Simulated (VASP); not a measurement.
Here is the system:

```
CELL_PARAMETERS angstrom
      1.62715    -2.81830     0.00000
      1.62715     2.81830     0.00000
      0.00000     0.00000    14.27842
ATOMIC_POSITIONS crystal
  W  0.33333 0.66667 0.25000
  W  0.66667 0.33333 0.75000
  Se 0.33333 0.66667 0.86526
  Se 0.66667 0.33333 0.36526
  Se 0.66667 0.33333 0.13474
  Se 0.33333 0.66667 0.63474
```

Level of theory: PBE GGA, VASP's PBE PAW potentials (set 64) (plane waves; VASP). Run with 520 eV cut-off, 8×8×2 Γ-centred mesh, Gaussian smearing of 0.050 eV, potentials W_sv Se.

Without a dispersion term in the relaxation, distances and binding between the weakly bound layers, chains or molecules are unreliable, and so is what depends on them.

Q: The ions and cell shape at fixed volume are relaxed. Which structure does the run end with?

A: 
```
CELL_PARAMETERS angstrom
      1.65701    -2.87002     0.00000
      1.65701     2.87002     0.00000
      0.00000     0.00000    13.76842
ATOMIC_POSITIONS crystal
  W  0.33333 0.66667 0.25000
  W  0.66667 0.33333 0.75000
  Se 0.33333 0.66667 0.87214
  Se 0.66667 0.33333 0.37214
  Se 0.66667 0.33333 0.12786
  Se 0.33333 0.66667 0.62786
```
Space group P6_3/mmc (194), at a tolerance of 0.03 Å.

Q: How much energy does the relaxation gain?

A: The energy (σ→0) changes by -31.8 meV/atom, in 7 ionic steps.

The compound is WSe2 in the 2H layered structure. This cell is one point of a volume scan, at 0.94 of the reference volume. Symmetry was kept, so distortions that lower it aren't found.
